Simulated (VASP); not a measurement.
Here is a VASP 6.6.1 calculation.

File INCAR:

```
SYSTEM = SiBr2ClF
  ALGO = Normal
  EDIFF = 1E-6
  ENCUT = 520
  GGA = PE
  ISIF = 2
  ISMEAR = 0
  LASPH = .TRUE.
  LCHARG = .TRUE.
  LELF = .TRUE.
  LREAL = .FALSE.
  LVACPOTAV = .TRUE.
  LVHAR = .TRUE.
  LWAVE = .FALSE.
  NELM = 80
  PREC = Accurate
  SIGMA = 0.01
```

The input KPOINTS:

```
k-points
0
G
  1 1 1
  0 0 0
```

POSCAR

```
SiBr2ClF
1.0
   12.0000000000      0.0000000000      0.0000000000
    0.0000000000     12.0000000000      0.0000000000
    0.0000000000      0.0000000000     12.0000000000
F Si Cl Br
1 1 1 2
Direct
    0.5808560000      0.3970820000      0.6065470000
    0.5144000000      0.4773310000      0.5329810000
    0.3834860000      0.5388390000      0.6243090000
    0.4484000000      0.3909360000      0.3845830000
    0.6207200000      0.6138040000      0.4863600000
```

Potentials or basis: VASP PAW PBE potentials, release 64 (F, Si, Cl, Br).

Launch:

```sh
$ cat potpaw_PBE.64/F/POTCAR potpaw_PBE.64/Si/POTCAR potpaw_PBE.64/Cl/POTCAR potpaw_PBE.64/Br/POTCAR > POTCAR
$ mpirun -np 1 vasp_gam > vasp.out
```

(1) Predict the gap between the frontier levels.

(2) Estimate the largest force.

## Answers

(1) 5.51 eV.

(2) 2.883 eV/Å.
